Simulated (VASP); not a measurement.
OSZICAR of a VASP run on HfO2 (fluorite):

File OSZICAR:
```
       N       E                     dE             d eps       ncg     rms          rms(c)
DAV:   1     0.990053379833E+02    0.99005E+02   -0.13099E+04   870   0.146E+03
DAV:   2    -0.329747841818E+02   -0.13198E+03   -0.12874E+03  1115   0.327E+02
DAV:   3    -0.362175578421E+02   -0.32428E+01   -0.32407E+01  1080   0.513E+01
DAV:   4    -0.362333504991E+02   -0.15793E-01   -0.15791E-01  1150   0.388E+00
DAV:   5    -0.362334778136E+02   -0.12731E-03   -0.12731E-03  1059   0.309E-01    0.541E+01
DAV:   6    -0.304086564388E+02    0.58248E+01   -0.29674E+01   961   0.405E+01    0.467E+01
DAV:   7    -0.303287131126E+02    0.79943E-01   -0.74401E-01  1101   0.815E+00    0.303E+01
DAV:   8    -0.303060637018E+02    0.22649E-01   -0.16833E-01  1080   0.447E+00    0.563E+00
DAV:   9    -0.302974333146E+02    0.86304E-02   -0.37528E-02  1080   0.171E+00    0.166E+00
DAV:  10    -0.302973390464E+02    0.94268E-04   -0.42356E-03  1087   0.523E-01    0.257E-01
DAV:  11    -0.302973109548E+02    0.28092E-04   -0.29123E-04   996   0.147E-01    0.188E-01
DAV:  12    -0.302973149071E+02   -0.39523E-05   -0.30716E-05  1116   0.438E-02    0.290E-02
DAV:  13    -0.302973156911E+02   -0.78402E-06   -0.23996E-06  1109   0.124E-02    0.917E-03
DAV:  14    -0.302973157328E+02   -0.41668E-07   -0.12311E-07   764   0.331E-03
   1 F= -.30297316E+02 E0= -.30297316E+02  d E =-.408702E-20
```

**Question.** Which electronic solver shows in the log?

**Answer.** It is blocked Davidson (ALGO = Normal, or the opening steps of other solvers). The INCAR had ALGO = Normal.

**Question.** Can the final energy be trusted as converged?

**Answer.** The run converged. It stopped with EDIFF = 1E-7, NELM = 100 (PW91 GGA, plane waves, VASP's PBE PAW potentials (set 64)).

The compound is HfO2 in the fluorite structure, the high-temperature cubic form, which is unstable at 0 K; the monoclinic form is the stable one. This cell is one point of a volume scan, at 0.94 of the reference volume.
